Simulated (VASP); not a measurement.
Ca7VO8: single point with PBEsol

Ca7VO8:

```
V Ca O
1.0
     0.00000    4.81500    4.81500
     4.81500    0.00000    4.81500
     4.81500    4.81500    0.00000
V Ca O
1 7 8
Direct
  0.00000 0.00000 0.00000
  0.00000 0.00000 0.50000
  0.00000 0.50000 0.00000
  0.00000 0.50000 0.50000
  0.50000 0.00000 0.00000
  0.50000 0.00000 0.50000
  0.50000 0.50000 0.00000
  0.50000 0.50000 0.50000
  0.25000 0.25000 0.25000
  0.24504 0.24504 0.75496
  0.24504 0.75496 0.24504
  0.24504 0.75496 0.75496
  0.75496 0.24504 0.24504
  0.75496 0.24504 0.75496
  0.75496 0.75496 0.24504
  0.75000 0.75000 0.75000
```

* Program: VASP 6.6.1
* Task: single point
* Functional: PBEsol
* Potentials or basis: VASP PAW PBE potentials, release 64 (V_sv, Ca_sv, O)
* Cutoff: 520 eV
* k mesh: 3 × 3 × 3
* Occupations: gaussian, width 0.05 eV
* Spin: collinear spin, typed start
* Starting moments: [3.0, 0.0, 0.0, 0.0, 0.0, 0.0, 0.0, 0.0, 0.0, 0.0, 0.0, 0.0, 0.0, 0.0, 0.0, 0.0] μB

| Item | Value |
| --- | --- |
| Pressure | -7.6 GPa |
| Largest force | 0.176 eV/Å |
| Band gap on the k mesh | 0.97 eV, indirect (least direct gap 1.39 eV) |
| Net moment | 3.00 μB per cell |
| Site moments | V +2.52; Ca +0.01; O -0.00, -0.01 μB |
| Valence electrons inside the program's atomic spheres | V 11.20; Ca 8.22, 8.18; O 4.97, 4.95 |

Forces in eV/Å, atoms in the order of the input:
```
V    0.000  0.000  0.000
Ca   0.000  0.000  0.000
Ca   0.000  0.000  0.000
Ca   0.000  0.000  0.000
Ca   0.000  0.000  0.000
Ca   0.000  0.000  0.000
Ca   0.000  0.000  0.000
Ca   0.000  0.000  0.000
O    0.000  0.000  0.000
O    0.000  0.000 -0.176
O    0.000 -0.176  0.000
O    0.176  0.000  0.000
O   -0.176  0.000  0.000
O    0.000  0.176  0.000
O    0.000  0.000  0.176
O    0.000  0.000  0.000
```

Levels at points of the mesh, in eV from the valence-band top:
Spin up:
```csv
k point,band 65,band 66,band 67,band 68,band 69,band 70
"(0.00, 0.00, 0.00)",-0.42,-0.42,-0.42,1.57,1.57,1.58
```
Spin down:
```
           k point  band 60  band 61  band 62  band 63  band 64  band 65  band 66  band 67  band 68  band 69
(0.00, 0.00, 0.00)    -2.85    -2.85    -2.45    -2.45    -2.45     0.97     0.97     0.97     1.86     3.03
```

Wall time 15 min on 1 thread of Intel(R) Xeon(R) Platinum 8259CL CPU @ 2.50GHz (Skylake/Cascade Lake), with other jobs on the host, peak memory 0.57 GiB.

Caveat: the PAW data sets were made with another functional, which shifts forces and pressure a little; an odd mesh through Γ misses points on the zone boundary, where band edges often lie.
